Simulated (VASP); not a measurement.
VASP runs on Hg (space group I4_1/amd) share one base input (PBEsol GGA, plane waves, VASP's PBE PAW potentials (set 64)) and change the settings named in each case.

INCAR:
```
SIGMA = 0.1   ! width (eV)
ISIF = 2   ! forces and stress, cell fixed
ALGO = Normal   ! blocked Davidson
LMAXMIX = 6
ENCUT = 300
SYSTEM = Hg
EDIFF = 1E-6   ! SCF stop (eV)
GGA = PS   ! PBEsol
ISMEAR = 0   ! Gaussian
LWAVE = F
NELM = 100
PREC = Accurate
LCHARG = F
LREAL = F   ! projection in real space or not
LASPH = T   ! aspherical one-centre terms
```

POSCAR:
```
Hg
1
   -2.8237770000     2.8237770000     1.5406870000
    2.8237770000    -2.8237770000     1.5406870000
    2.8237770000     2.8237770000    -1.5406870000
Hg
2
Direct
  0.7500000000   0.2500000000   0.5000000000
  0.0000000000   0.0000000000   0.0000000000
```

File KPOINTS:
```
Automatic mesh
0
Gamma
8 8 8
0 0 0
```

POTCAR, in this order: Hg (PBE.64 set). Program: vasp_std.

```
change                                                                                                              E(σ→0) (eV/atom)  pressure (GPa)  −TS (eV)
------------------------------------------------------------------------------------------------------------------  ----------------  --------------  --------
base run                                                                                                                     -0.5607            0.21   -0.0029
GGA removed, POTCAR Hg (LDA.64 set)                                                                                          -0.9558           -2.18   -0.0029
GGA_COMPAT = .FALSE., LNONCOLLINEAR = .TRUE., LSORBIT = .TRUE., MAGMOM = 0.0 0.0 0.0 0.0 0.0 0.0, program vasp_ncl           -0.8271           -0.73   -0.0028
KPOINTS 2×2×2 Γ-centred mesh                                                                                                 -0.3925            1.69   -0.0265
```
 Energies of different potentials or functionals have different zeros. Unless said otherwise, spin-orbit coupling is left out, though it shifts the bands of the heavy elements here.

Left out are runs that ran out of time, are held back, or changed the cell or the kind of run, fixed moments of cells without a moment, rows past the twelfth, gaps on odd meshes, pressures of charged cells and columns that move by less than the noise.

The structure was generated: Hg was put into an ordered model structure, which need not be its known phase. The cell was not relaxed at this level.
